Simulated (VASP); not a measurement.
# TiRuC2 with BEEF-vdW: from relaxation to properties, part 4 of 5

Aim: relax TiRuC2, then compute properties on the relaxed cell. The cell is invented: it takes the structure of a Materials Project entry for ZrTiC2 (space group 166 there), with some of its atoms replaced by other elements, volume scaled by an estimate. It may not be a known or stable phase.

VASP 6.6.1, plane waves and PAW; the level of theory is named at each step.

So far. Step 4 (Relaxing cell and atoms (BEEF-vdW)): It ends with a largest force of 0.001 eV/Å and a pressure of 0.01 GPa. Step 5 (Density, ELF and potential (BEEF-vdW)): In this run the pressure is -0.02 GPa, small enough to go on. The relaxed cell has a = 3.112, c = 14.351 Å (conventional setting).

**6. Band structure (BEEF-vdW)**

Level of this step: BEEF-vdW; plane waves and PAW (Ru_pv, Ti_sv, C); invented cell (VASP).

The mesh alone shows little of the dispersion and can miss band extrema, so KPOINTS_OPT adds a path through the symmetry points after the self-consistent cycle.

INCAR

```
SYSTEM = TiRuC2
PREC = Accurate
ENCUT = 520
EDIFF = 1E-06
NELM = 100
ISMEAR = 0
SIGMA = 0.05
LREAL = .FALSE.
ALGO = Normal
GGA = BF
LUSE_VDW = .TRUE.
ZAB_VDW = -1.8867
LASPH = .TRUE.
NBANDS = 31
LORBIT = 11
LWAVE = .FALSE.
LCHARG = .FALSE.
KPAR = 2
```

POSCAR

```
TiRuC2
1.0
    1.5560427435      0.8983812108      4.7836995348
   -1.5560427435      0.8983812108      4.7836995348
    0.0000000000     -1.7967624217      4.7836995348
Ru Ti C
1 1 2
Direct
    0.0000000000      0.0000000000      0.0000000000
    0.5000000000      0.5000000000      0.5000000000
    0.2506412874      0.2506412874      0.2506412874
    0.7493587126      0.7493587126      0.7493587126
```

KPOINTS

```
Automatic mesh
0
Gamma
7 7 7
0 0 0
```

KPOINTS_OPT

```
Line mode
16
Line-mode
Reciprocal
  0.00000000   0.00000000   0.00000000 GAMMA
  0.50000000   0.00000000   0.00000000 L

  0.50000000   0.00000000   0.00000000 L
  0.50000000   0.19017936  -0.19017936 B1

  0.80982064   0.50000000   0.19017936 B
  0.50000000   0.50000000   0.50000000 Z

  0.50000000   0.50000000   0.50000000 Z
  0.00000000   0.00000000   0.00000000 GAMMA

  0.00000000   0.00000000   0.00000000 GAMMA
  0.34508968   0.00000000  -0.34508968 X

  0.65491032   0.34508968   0.00000000 Q
  0.50000000   0.50000000   0.00000000 F

  0.50000000   0.50000000   0.00000000 F
  0.65491032   0.65491032   0.19017936 P1

  0.65491032   0.65491032   0.19017936 P1
  0.50000000   0.50000000   0.50000000 Z

  0.50000000   0.00000000   0.00000000 L
  0.80982064   0.34508968   0.34508968 P
```

The projector-augmented-wave data sets are Ru_pv, Ti_sv and C (PBE family, release 64).

Run with:

```bash
$ mpirun -np 2 vasp_std
```

Output:

```text
[... set-up lines as in an earlier step ...]
 entering main loop
       N       E                     dE             d eps       ncg     rms          rms(c)
DAV:   1     0.367875852875E+03    0.36788E+03   -0.16963E+04  2736   0.127E+03
DAV:   2    -0.559905516908E+01   -0.37347E+03   -0.35248E+03  2833   0.390E+02
DAV:   3    -0.326129148887E+02   -0.27014E+02   -0.26336E+02  3893   0.994E+01
DAV:   4    -0.339261455229E+02   -0.13132E+01   -0.13058E+01  3618   0.168E+01
DAV:   5    -0.339500157733E+02   -0.23870E-01   -0.23860E-01  3191   0.221E+00    0.295E+01
DAV:   6    -0.291851628325E+02    0.47649E+01   -0.25418E+01  3307   0.466E+01    0.148E+01
DAV:   7    -0.267359821795E+02    0.24492E+01   -0.84556E+00  3017   0.256E+01    0.789E+00
DAV:   8    -0.265990377906E+02    0.13694E+00   -0.28071E+00  3085   0.109E+01    0.581E+00
DAV:   9    -0.264825205974E+02    0.11652E+00   -0.48869E-01  3194   0.583E+00    0.163E+00
DAV:  10    -0.264801307570E+02    0.23898E-02   -0.46749E-02  3228   0.153E+00    0.413E-01
DAV:  11    -0.264805175503E+02   -0.38679E-03   -0.54143E-03  3156   0.626E-01    0.968E-02
DAV:  12    -0.264804850215E+02    0.32529E-04   -0.43702E-04  3345   0.175E-01    0.536E-02
DAV:  13    -0.264804921488E+02   -0.71273E-05   -0.76773E-05  3085   0.620E-02    0.236E-02
DAV:  14    -0.264804911101E+02    0.10387E-05   -0.10372E-05  3481   0.283E-02    0.543E-03
DAV:  15    -0.264804909666E+02    0.14346E-06   -0.56983E-07  2043   0.604E-03
   1 F= -.26480491E+02 E0= -.26478387E+02  d E =-.420789E-02
 Start KPOINTS_OPT (optional k-point list driver)
k-point batch [1-44\144]
       N       E                     dE             ncg
DAV:   1     0.339668551255E+04   -0.42960E+05     2728
DAV:   2    -0.128242668116E+05   -0.16221E+05     2826
DAV:   3    -0.139766994247E+05   -0.11524E+04     4035
DAV:   4    -0.140344611061E+05   -0.57762E+02     3542
DAV:   5    -0.140359435974E+05   -0.14825E+01     3359
DAV:   6    -0.140359738354E+05   -0.30238E-01     3232
DAV:   7    -0.140359746367E+05   -0.80130E-03     3285
DAV:   8    -0.140359746661E+05   -0.29462E-04     2299
DAV:   9    -0.140359746675E+05   -0.13297E-05     2164
DAV:  10    -0.140359746675E+05   -0.67817E-07     1854
[...]
k-point batch [133-144\144]
       N       E                     dE             ncg
DAV:   1     0.369601851454E+05   -0.15214E+05      744
DAV:   2     0.325786324340E+05   -0.43816E+04      765
DAV:   3     0.322725179749E+05   -0.30611E+03     1082
DAV:   4     0.322598145226E+05   -0.12703E+02     1012
DAV:   5     0.322594620108E+05   -0.35251E+00      780
DAV:   6     0.322594532783E+05   -0.87326E-02      956
DAV:   7     0.322594530137E+05   -0.26458E-03      808
DAV:   8     0.322594530047E+05   -0.89527E-05      792
DAV:   9     0.322594530044E+05   -0.33330E-06      523
```

Run time: 4.8 min. Hardware: 2 MPI ranks of Intel Xeon Platinum 8375C at 2.90GHz (Ice Lake), shared host; peak memory 1.1 GiB; 9.4 min of CPU time.

OUTCAR, selected parts (step 6):

```text
   k-points           NKPTS =     44   k-points in BZ     NKDIM =     44   number of bands    NBANDS=     31

   NELECT =      34.0000    total number of electrons

 E-fermi :  10.5891

 k-point     1 :       0.0000    0.0000    0.0000
  band No.  band energies     occupation
    ...
     13       8.2822      2.00000
     14       8.2822      2.00000
     15       9.2798      2.00000
     16      10.4612      1.99970
     17      10.4612      1.99970
     18      11.0396      0.00000
     19      11.0396      0.00000
     20      11.5524      0.00000
     21      12.3025      0.00000
     22      12.3025      0.00000
    ...

Total vdW correction in eV:      4.1246374

  Total       -0.0035237     -0.0035237      0.0084047      0.0000000     -0.0000000      0.0000000
  in kB       -0.1407058     -0.1407056      0.3356111      0.0000000     -0.0000000      0.0000000
  external PRESSURE =       0.0180666 kB  Pullay stress =       0.0000000 kB

 POSITION                                       TOTAL-FORCE (eV/Angst)
 -----------------------------------------------------------------------------------
      0.00000      0.00000      0.00000        -0.000000     -0.000000      0.000000
      0.00000     -0.00000      7.17555         0.000000      0.000000      0.000000
      0.00000     -0.00000      3.59698        -0.000000     -0.000000      0.001279
      0.00000     -0.00000     10.75412        -0.000000      0.000000     -0.001279
 -----------------------------------------------------------------------------------
    total drift:                               -0.000000     -0.000000     -0.000000

  FREE ENERGIE OF THE ION-ELECTRON SYSTEM (eV)
  ---------------------------------------------------
  free  energy   TOTEN  =       -26.4804909666 eV

  energy  without entropy=      -26.4762830767  energy(sigma->0) =      -26.47838702

Total vdW correction in eV:      4.1246464

[... 8 parts as in an earlier step ...]

[... 8 further parts left out ...]
```

Spin-orbit coupling is off here; it would split degenerate levels.

Numbers from this step:

```yaml
bands: 31
pressure: 0.001807 GPa
```

The electronic bands at the labelled points (eV, zero at the Fermi level; # counts the bands kept, so #1 is VASP's band 10):

```tsv
point	#5	#6	#7	#8	#9	#10	#11	#12
Γ	-2.31	-1.31	-0.13	-0.13	0.45	0.45	0.96	1.71
0.53 of the way	-3.05	-2.97	-1.24	-0.36	0.87	1.44	1.71	2.80
L	-3.71	-2.94	-1.11	-0.52	0.67	0.94	2.41	2.90
0.53 of the way	-3.89	-3.82	-0.77	-0.11	0.76	1.61	2.60	2.83
B1	-3.72	-3.37	-1.02	0.05	0.13	1.81	2.65	2.69
jump to B	-3.72	-3.37	-1.02	0.05	0.13	1.81	2.65	2.69
0.53 of the way	-3.98	-2.43	-1.76	-0.53	0.93	1.19	1.96	2.80
Z	-2.73	-2.73	-1.92	-1.92	0.73	1.03	1.03	1.84
0.53 of the way	-2.19	-1.97	-1.64	-1.64	0.85	1.41	1.41	2.31
Γ	-2.31	-1.31	-0.13	-0.13	0.45	0.45	0.96	1.71
0.53 of the way	-3.92	-3.23	-1.05	-0.06	0.83	1.68	2.09	2.54
X	-3.86	-3.37	-1.01	0.07	0.26	1.80	2.63	2.79
jump to Q	-3.86	-3.37	-1.01	0.07	0.26	1.80	2.63	2.79
0.53 of the way	-3.98	-2.01	-1.24	-0.25	-0.03	1.91	2.40	2.61
F	-3.64	-1.34	-0.75	-0.59	0.05	0.99	1.93	2.54
0.47 of the way	-3.62	-1.43	-0.83	-0.58	0.12	1.08	1.91	2.55
P1	-3.59	-1.69	-1.03	-0.58	0.29	1.33	1.82	2.57
0.47 of the way	-3.06	-2.79	-1.49	-0.61	0.91	1.02	1.91	2.87
Z	-2.73	-2.73	-1.92	-1.92	0.73	1.03	1.03	1.84
jump to L	-3.71	-2.94	-1.11	-0.52	0.67	0.94	2.41	2.90
0.47 of the way	-3.67	-2.56	-1.13	-0.54	0.49	1.30	2.34	2.91
P	-3.59	-1.69	-1.03	-0.58	0.29	1.33	1.82	2.57
```

Of the projections kept (Ru, Ti, C), the largest for each band there; the rest of the weight can lie on other orbitals:

```tsv
point	#5	#6	#7	#8	#9	#10	#11	#12
Γ	Ru 0.88	Ru 0.66	Ti 0.59	Ti 0.59	C 0.93	C 0.93	C 0.95	Ti 0.85
L	Ti 0.46	Ti 0.48	Ru 0.80	Ru 1.00	Ru 0.82	Ti 0.84	Ti 1.00	Ti 0.91
B1	Ru 0.43	C 0.38	Ru 0.86	Ru 0.59	Ru 0.75	Ti 0.87	Ti 0.76	Ti 0.76
B	Ru 0.43	C 0.38	Ru 0.86	Ru 0.59	Ru 0.75	Ti 0.87	Ti 0.76	Ti 0.76
Z	Ti 0.58	Ti 0.58	Ru 0.99	Ru 0.99	Ru 0.55	Ti 0.99	Ti 0.99	Ti 0.74
Γ	Ru 0.88	Ru 0.66	Ti 0.59	Ti 0.59	C 0.93	C 0.93	C 0.95	Ti 0.85
```

There is no gap at this level.

**7. Density of states (BEEF-vdW)**

A density of states needs more k-points than a total energy; ISMEAR = -5 takes tetrahedra, and LORBIT projects the states on the PAW spheres. The mesh is finer than in the run before.

INCAR, as its differences from that of step 6:

```diff
@@ -5,3 +5,3 @@
 NELM = 100
-ISMEAR = 0
+ISMEAR = -5
 SIGMA = 0.05
@@ -18 +18,2 @@
 KPAR = 2
+NEDOS = 2001
```

POSCAR is that of step 6.

KPOINTS

```
Automatic mesh
0
Gamma
11 11 11
0 0 0
```

Run with:

```bash
$ mpirun -np 2 vasp_std
```

Output:

```text
[... set-up lines as in an earlier step ...]
 entering main loop
       N       E                     dE             d eps       ncg     rms          rms(c)
DAV:   1     0.371783138098E+03    0.37178E+03   -0.16891E+04  9068   0.127E+03
DAV:   2    -0.525749011908E+01   -0.37704E+03   -0.35616E+03  9473   0.394E+02
DAV:   3    -0.325665596797E+02   -0.27309E+02   -0.26586E+02 12772   0.999E+01
DAV:   4    -0.339241516586E+02   -0.13576E+01   -0.13500E+01 12147   0.173E+01
DAV:   5    -0.339532934546E+02   -0.29142E-01   -0.29112E-01 10330   0.240E+00    0.294E+01
DAV:   6    -0.291187097073E+02    0.48346E+01   -0.25405E+01 11056   0.465E+01    0.146E+01
DAV:   7    -0.267308139476E+02    0.23879E+01   -0.91292E+00  9935   0.255E+01    0.787E+00
DAV:   8    -0.266122387126E+02    0.11858E+00   -0.27313E+00 10352   0.107E+01    0.568E+00
DAV:   9    -0.264926060567E+02    0.11963E+00   -0.44183E-01 10491   0.573E+00    0.158E+00
DAV:  10    -0.264942725744E+02   -0.16665E-02   -0.37447E-02 10847   0.135E+00    0.427E-01
DAV:  11    -0.264947052621E+02   -0.43269E-03   -0.47063E-03 10416   0.578E-01    0.981E-02
DAV:  12    -0.264946627063E+02    0.42556E-04   -0.42721E-04 10727   0.163E-01    0.425E-02
DAV:  13    -0.264947064159E+02   -0.43710E-04   -0.79828E-05 10321   0.587E-02    0.138E-02
DAV:  14    -0.264946972721E+02    0.91438E-05   -0.71438E-06 10563   0.238E-02    0.531E-03
DAV:  15    -0.264947014024E+02   -0.41303E-05   -0.59996E-07  6728   0.675E-03    0.992E-04
DAV:  16    -0.264946998537E+02    0.15487E-05   -0.11024E-07  6108   0.292E-03    0.347E-04
DAV:  17    -0.264947003210E+02   -0.46731E-06   -0.21875E-08  5597   0.131E-03
   1 F= -.26494700E+02 E0= -.26494700E+02  d E =0.000000E+00
 -----------------------------------------------------------------------------
|                                                                             |
|           W    W    AA    RRRRR   N    N  II  N    N   GGGG   !!!           |
|           W    W   A  A   R    R  NN   N  II  NN   N  G    G  !!!           |
|           W    W  A    A  R    R  N N  N  II  N N  N  G       !!!           |
|           W WW W  AAAAAA  RRRRR   N  N N  II  N  N N  G  GGG   !            |
|           WW  WW  A    A  R   R   N   NN  II  N   NN  G    G                |
|           W    W  A    A  R    R  N    N  II  N    N   GGGG   !!!           |
|                                                                             |
|     Tetrahedron method does not include variations of the Fermi             |
|     occupations, so forces and stress will be inaccurate. We suggest        |
|     using a different smearing scheme ISMEAR = 1 or 2 for metals in         |
|     relaxations.                                                            |
|                                                                             |
 -----------------------------------------------------------------------------
```

Run time: 5.7 min. Hardware: 2 MPI ranks; peak memory 1.3 GiB.

From OUTCAR (step 7):

```text
   k-points           NKPTS =    146   k-points in BZ     NKDIM =    146   number of bands    NBANDS=     31

   NELECT =      34.0000    total number of electrons

 E-fermi :  10.5971

 k-point     1 :       0.0000    0.0000    0.0000
  band No.  band energies     occupation
    ...
     13       8.2942      2.00000
     14       8.2942      2.00000
     15       9.2836      2.00000
     16      10.4593      2.00000
     17      10.4593      2.00000
     18      11.0380      0.00000
     19      11.0380      0.00000
     20      11.5517      0.00000
     21      12.2952      0.00000
     22      12.2952      0.00000
    ...

Total vdW correction in eV:      4.1250077

  Total        0.0244743      0.0244743     -0.0614711      0.0000000      0.0000000      0.0000000
  in kB        0.9772898      0.9772887     -2.4546214      0.0000000      0.0000000      0.0000000
  external PRESSURE =      -0.1666810 kB  Pullay stress =       0.0000000 kB

 POSITION                                       TOTAL-FORCE (eV/Angst)
 -----------------------------------------------------------------------------------
      0.00000      0.00000      0.00000         0.000000     -0.000000      0.000000
      0.00000     -0.00000      7.17555        -0.000000     -0.000000      0.000000
      0.00000     -0.00000      3.59698        -0.000000     -0.000000      0.061767
      0.00000     -0.00000     10.75412        -0.000000      0.000000     -0.061767
 -----------------------------------------------------------------------------------
    total drift:                               -0.000000     -0.000000     -0.000000

  FREE ENERGIE OF THE ION-ELECTRON SYSTEM (eV)
  ---------------------------------------------------
  free  energy   TOTEN  =       -26.4947003210 eV

  energy  without entropy=      -26.4947003210  energy(sigma->0) =      -26.49470032

Total vdW correction in eV:      4.1250070

[... 6 parts as in an earlier step ...]

[... 10 further parts left out ...]
```

With tetrahedra the forces and stress of a metal are not exact derivatives of the energy.

This step gave:

```
SCF cycles             : 17
irreducible k-points   : 146
free energy (TOTEN)    : -26.49 eV
Fermi energy           : 10.60 eV
pressure               : -0.01667 GPa
DOS at the Fermi level : 2.083 states/eV/cell
```

The density of states has structure finer than the step of the table below, so its rows give means over 0.5 eV, whole bins alone (the curve runs from -12.0 to 5.18 eV). Peaks (eV: height): total -4.75: 7.43, -4.30: 5.81, 1.77: 6.27, 2.74: 9.82; Ru d -4.75: 2.83, -4.30: 1.57, -0.96: 1.51, -0.31: 2.66; Ti d 1.77: 3.94, 2.74: 6.77; C p -4.75: 1.45, -4.30: 1.23, -3.93: 0.940, 2.74: 0.983; C s -11.01: 1.44, -10.81: 1.95.

States under -12.0 eV and over 5.2 eV are left out. The density of states by energy, zero at the Fermi level; means over each step; values in states/eV/cell:

```tsv
energy (eV)	total	Ru d	Ti d	C p	C s
-11.5	2.12	0.221	0.0653	0.00990	0.882
-11.0	2.88	0.264	0.112	0.0105	1.26
-10.5	1.37	0.0785	0.0433	0.00469	0.626
-10.0	0.0812	0.00314	0.00117	2.9e-4	0.0385
-9.5	0	0	0	0	0
-9.0	0	0	0	0	0
-8.5	0	0	0	0	0
-8.0	0	0	0	0	0
-7.5	0.00503	9.9e-4	2.8e-4	9.2e-4	4.3e-5
-7.0	0.379	0.0798	0.0209	0.0698	0.00440
-6.5	1.04	0.251	0.0533	0.195	0.0128
-6.0	2.27	0.658	0.0957	0.443	0.0231
-5.5	1.69	0.457	0.0981	0.354	0.0145
-5.0	4.83	1.79	0.280	0.961	0.0349
-4.5	3.88	1.27	0.332	0.787	0.0274
-4.0	3.23	0.897	0.494	0.677	0.0291
-3.5	2.56	0.636	0.518	0.510	0.0151
-3.0	1.93	0.454	0.417	0.423	0.00865
-2.5	1.61	0.437	0.334	0.341	0.00492
-2.0	0.762	0.249	0.136	0.151	0.00247
-1.5	1.46	0.625	0.231	0.229	0.00661
-1.0	2.42	1.23	0.213	0.376	0.0179
-0.5	2.37	1.41	0.327	0.243	0.00730
0.0	2.65	1.62	0.359	0.257	0.0101
0.5	2.20	0.888	0.458	0.365	0.0148
1.0	1.36	0.355	0.535	0.185	0.0122
1.5	3.18	0.611	1.70	0.305	0.0379
2.0	3.25	0.597	1.76	0.348	0.0258
2.5	4.18	0.415	2.72	0.433	0.0303
3.0	3.67	0.427	2.03	0.540	0.0400
3.5	1.83	0.500	0.508	0.359	0.0590
4.0	2.01	0.671	0.479	0.343	0.121
4.5	1.72	0.566	0.467	0.247	0.124
```

Force by atom:

```tsv
atom	x (eV/Å)	y (eV/Å)	z (eV/Å)	size
Ru1	0.0000	0.0000	0.0000	0.0000
Ti2	0.0000	0.0000	0.0000	0.0000
C3	0.0000	0.0000	0.0618	0.0618
C4	0.0000	0.0000	-0.0618	0.0618
```

The finer mesh and the other smearing move the Fermi level by +0.01 eV from the 7×7×7 run, a small shift, which tests the Fermi level alone. Of the states within 0.3 eV of the Fermi level, the largest shares in the PAW spheres are Ru d 61 %, Ti d 14 % and C p 10 %. The rest lies in smaller channels or between the spheres.

[end of part 4 of 5]

[Lines on the potential files, build, host, timing and source positions are cut from VASP's logs without a mark.]

[Logs are printed without paths, hosts, clocks, repeated set-up lines and the standing remarks that a program may print on its own settings, such as how far it seeks lower states.]

[Hosts, paths, dates, database ids (printed as entryN), source tags and the programs' standing remarks are cut or masked in the printed files.]

[A measured line is paired with the nearest computed mode of its activity, which favours agreement.]
